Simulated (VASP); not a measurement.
Output of a VASP run:

OUTCAR:
```
 ion  position               nearest neighbor table
   1  0.333  0.667  0.250-   2 3.24   2 3.24   2 3.24   2 3.24   2 3.24   2 3.24
   2  0.667  0.333  0.750-   1 3.24   1 3.24   1 3.24   1 3.24   1 3.24   1 3.24
  LATTYP: Found a hexagonal cell.
 ALAT       =     3.3270496345
 C/A-ratio  =     1.5672507480
 Subroutine PRICEL returns:
 Original cell was already a primitive cell.
 Subroutine GETGRP returns: Found 24 space group operations
The static configuration has the point symmetry D_3d.
 The point group associated with its full space group is D_6h.
The dynamic configuration has the point symmetry D_3d.
 Subroutine INISYM returns: Found 24 space group operations
 Subroutine IBZKPT returns following result:
 Found     84 irreducible k-points:

 Following reciprocal coordinates:
            Coordinates               Weight
  0.000000  0.000000  0.000000      1.000000
  0.076923 -0.000000  0.000000      6.000000
  0.153846 -0.000000  0.000000      6.000000
  0.230769  0.000000  0.000000      6.000000
  0.307692 -0.000000  0.000000      6.000000
  0.384615  0.000000  0.000000      6.000000
  0.461538  0.000000  0.000000      6.000000
  0.076923  0.076923  0.000000      6.000000
  0.153846  0.076923  0.000000     12.000000
  0.230769  0.076923  0.000000     12.000000
  0.307692  0.076923  0.000000     12.000000
  0.384615  0.076923  0.000000     12.000000
  0.461538  0.076923  0.000000      6.000000
  0.153846  0.153846  0.000000      6.000000
  0.230769  0.153846  0.000000     12.000000
  0.307692  0.153846  0.000000     12.000000
  0.384615  0.153846  0.000000     12.000000
  0.230769  0.230769  0.000000      6.000000
  0.307692  0.230769  0.000000     12.000000
  0.384615  0.230769  0.000000      6.000000
  0.307692  0.307692  0.000000      6.000000
  0.000000  0.000000  0.142857      2.000000
  0.076923 -0.000000  0.142857     12.000000
  0.153846 -0.000000  0.142857     12.000000
  0.230769  0.000000  0.142857     12.000000
  0.307692 -0.000000  0.142857     12.000000
  0.384615  0.000000  0.142857     12.000000
  0.461538  0.000000  0.142857     12.000000
  0.076923  0.076923  0.142857     12.000000
  0.153846  0.076923  0.142857     24.000000
  0.230769  0.076923  0.142857     24.000000
  0.307692  0.076923  0.142857     24.000000
  0.384615  0.076923  0.142857     24.000000
  0.461538  0.076923  0.142857     12.000000
  0.153846  0.153846  0.142857     12.000000
  0.230769  0.153846  0.142857     24.000000
  0.307692  0.153846  0.142857     24.000000
  0.384615  0.153846  0.142857     24.000000
  0.230769  0.230769  0.142857     12.000000
  0.307692  0.230769  0.142857     24.000000
   k-points           NKPTS =     84   k-points in BZ     NKDIM =     84   number of bands    NBANDS=     17
   number of dos      NEDOS =    301   number of ions     NIONS =      2
   total plane-waves  NPLWV =  23040
   dimension x,y,z NGX =    24 NGY =   24 NGZ =   40
   dimension x,y,z NGXF=    48 NGYF=   48 NGZF=   80
   ions per type =               2
   PREC   = accura    normal or accurate (medium, high low for compatibility)
   ISTART =      0    job   : 0-new  1-cont  2-samecut
   ICHARG =      2    charge: 1-file 2-atom 10-const
   ISPIN  =      1    spin polarized calculation?
   LNONCOLLINEAR =      F non collinear calculations
   LSORBIT =      F    spin-orbit coupling
   INIWAV =      1    electr: 0-lowe 1-rand  2-diag
   ENCUT  =  500.0 eV  36.75 Ry    6.06 a.u.   6.07  6.07  9.51*2*pi/ulx,y,z
   NELM   =    100;   NELMIN=  2; NELMDL= -5     # of ELM steps
   EDIFF  = 0.1E-05   stopping-criterion for ELM
   LREAL  =      F    real-space projection
   NLSPLINE    = F    spline interpolate recip. space projectors
   LMAXMIX     =    4 max onsite mixed and CHGCAR
   VOSKOWN=      0    Vosko Wilk Nusair interpolation
   EDIFFG = -.2E-01   stopping-criterion for IOM
   NSW    =     40    number of steps for IOM
...
```

File OSZICAR:
```
...
DAV:   6    -0.547974404099E+01   -0.10163E-03   -0.15529E-03  3305   0.276E-01    0.388E-02
DAV:   7    -0.547975588147E+01   -0.11840E-04   -0.97665E-06  3235   0.276E-02    0.105E-02
DAV:   8    -0.547975651042E+01   -0.62894E-06   -0.74178E-07  2222   0.581E-03
   2 F= -.26966750E+01 E0= -.26967059E+01  d E =-.134067E-01
       N       E                     dE             d eps       ncg     rms          rms(c)
DAV:   1    -0.643739789503E+01   -0.95764E+00   -0.14307E+01  2881   0.382E+01    0.494E+00
DAV:   2    -0.576627179895E+01    0.67113E+00   -0.13298E+00  2869   0.104E+01    0.185E+00
DAV:   3    -0.566850226201E+01    0.97770E-01   -0.31331E-01  2899   0.532E+00    0.148E+00
DAV:   4    -0.566489136528E+01    0.36109E-02   -0.13540E-02  2932   0.775E-01    0.176E-01
DAV:   5    -0.566413342376E+01    0.75794E-03   -0.41286E-03  3134   0.628E-01    0.423E-02
DAV:   6    -0.566409884046E+01    0.34583E-04   -0.93782E-05  2983   0.723E-02    0.217E-02
DAV:   7    -0.566409886505E+01   -0.24585E-07   -0.26954E-06  2377   0.161E-02
   3 F= -.27339322E+01 E0= -.27339215E+01  d E =-.506639E-01
       N       E                     dE             d eps       ncg     rms          rms(c)
DAV:   1    -0.566085207228E+01    0.32468E-02   -0.85991E-03  2882   0.908E-01    0.120E-01
DAV:   2    -0.566043120083E+01    0.42087E-03   -0.88612E-04  2875   0.280E-01    0.429E-02
DAV:   3    -0.566037523867E+01    0.55962E-04   -0.19629E-04  2888   0.136E-01    0.324E-02
DAV:   4    -0.566037377205E+01    0.14666E-05   -0.12885E-05  2944   0.236E-02    0.523E-03
DAV:   5    -0.566037318108E+01    0.59097E-06   -0.36633E-06  2208   0.182E-02
   4 F= -.27339200E+01 E0= -.27339134E+01  d E =-.506516E-01
       N       E                     dE             d eps       ncg     rms          rms(c)
DAV:   1    -0.566920357695E+01   -0.88298E-02   -0.74376E-02  2926   0.232E+00    0.253E-01
DAV:   2    -0.566725603299E+01    0.19475E-02   -0.31971E-03  2981   0.550E-01    0.116E-01
DAV:   3    -0.566674754322E+01    0.50849E-03   -0.97122E-04  3029   0.304E-01    0.677E-02
DAV:   4    -0.566670501681E+01    0.42526E-04   -0.13391E-04  3169   0.102E-01    0.643E-03
DAV:   5    -0.566670471917E+01    0.29765E-06   -0.13389E-05  3057   0.339E-02    0.590E-03
DAV:   6    -0.566670451377E+01    0.20540E-06   -0.68442E-07  1464   0.761E-03
   5 F= -.27340935E+01 E0= -.27340246E+01  d E =-.173582E-03
       N       E                     dE             d eps       ncg     rms          rms(c)
DAV:   1    -0.566693904447E+01   -0.23433E-03   -0.10682E-04  2927   0.884E-02    0.911E-03
DAV:   2    -0.566693644613E+01    0.25983E-05   -0.43017E-06  2632   0.203E-02    0.423E-03
DAV:   3    -0.566693575742E+01    0.68871E-06   -0.13037E-06  1534   0.115E-02
   6 F= -.27340944E+01 E0= -.27340227E+01  d E =-.174452E-03
       N       E                     dE             d eps       ncg     rms          rms(c)
DAV:   1    -0.566335540421E+01    0.35810E-02   -0.47093E-02  2941   0.188E+00    0.212E-01
DAV:   2    -0.566200320869E+01    0.13522E-02   -0.23526E-03  3003   0.470E-01    0.915E-02
DAV:   3    -0.566168534778E+01    0.31786E-03   -0.66156E-04  3081   0.247E-01    0.559E-02
DAV:   4    -0.566165762048E+01    0.27727E-04   -0.87462E-05  3046   0.818E-02    0.534E-03
DAV:   5    -0.566165718710E+01    0.43338E-06   -0.86316E-06  3119   0.277E-02
   7 F= -.27341521E+01 E0= -.27340298E+01  d E =-.576851E-04
```

OUTCAR:
```
------------------------ aborting loop because EDIFF is reached ----------------------------------------
  FORCE on cell =-STRESS in cart. coord.  units (eV):
  Direction    XX          YY          ZZ          XY          YZ          ZX
  --------------------------------------------------------------------------------------
  Total        2.9483198      2.9483201      2.9386642      0.0000000      0.0000000      0.0000000
  in kB      100.7110052    100.7110167    100.3811815      0.0000000      0.0000000      0.0000000
  external PRESSURE =       0.6010678 kB  Pullay stress =     100.0000000 kB
  volume of cell :       46.90
      direct lattice vectors                 reciprocal lattice vectors
     1.625545216 -2.815527065  0.000000000     0.307589106 -0.177586643 -0.000000000
     1.625545216  2.815527065  0.000000000     0.307589106  0.177586643 -0.000000000
     0.000000000 -0.000000000  5.124122289    -0.000000000  0.000000000  0.195155374
 POSITION                                       TOTAL-FORCE (eV/Angst)
 -----------------------------------------------------------------------------------
      1.62555      0.93851      1.28103         0.000000      0.000000     -0.000000
      1.62555     -0.93851      3.84309        -0.000000     -0.000000      0.000000
 -----------------------------------------------------------------------------------
    total drift:                               -0.000000      0.000406      0.000008
  FREE ENERGIE OF THE ION-ELECTRON SYSTEM (eV)
  ---------------------------------------------------
  free  energy   TOTEN  =        -5.6616571871 eV

  energy  without entropy=       -5.6612904079  energy(sigma->0) =       -5.66153493
  enthalpy is  TOTEN    =        -2.7341520909 eV   P V=        2.9275050962

 reached required accuracy - stopping structural energy minimisation
```
(Selected blocks of OUTCAR.)

File POSCAR:
```
Tl
1
    1.6635247657    -2.8813095329     0.0000000000
    1.6635247657     2.8813095329     0.0000000000
    0.0000000000    -0.0000000000     5.2143210282
Tl
2
Direct
  0.3333330000   0.6666670000   0.2500000000
  0.6666670000   0.3333330000   0.7500000000
```

Q: Reconstruct the remaining input files.

A: Several could match; the one computed here: the input of the run itself, LDA (Ceperley-Alder, Perdew-Zunger), plane waves, VASP's LDA PAW potentials (set 64).

**KPOINTS**
```
kpoints
0
Gamma
13 13 7
0 0 0
```

INCAR:
```
PSTRESS = 100   # kbar
EDIFF = 1E-6
LASPH = .TRUE.
LCHARG = .FALSE.
ALGO = Normal
IBRION = 2   # conjugate gradients
PREC = Accurate
LMAXMIX = 4   # l cut-off of mixed one-centre charges
NSW = 40   # most ionic steps
NELM = 100
LWAVE = .FALSE.
ISIF = 3   # ions, shape and volume
EDIFFG = -0.02
SIGMA = 0.1
ISMEAR = 1   # Methfessel-Paxton
LREAL = .FALSE.   # projection in real space or not
SYSTEM = Tl
ENCUT = 500   # plane-wave cut-off (eV)
```

POTCAR, in this order: Tl_d (LDA.64 set). Program: vasp_std.

Energy and stress use the plane-wave basis of the starting cell.

The compound is Tl in the hcp structure. This run relaxes it under an external pressure of 10 GPa. Symmetry was kept, so distortions that lower it aren't found.
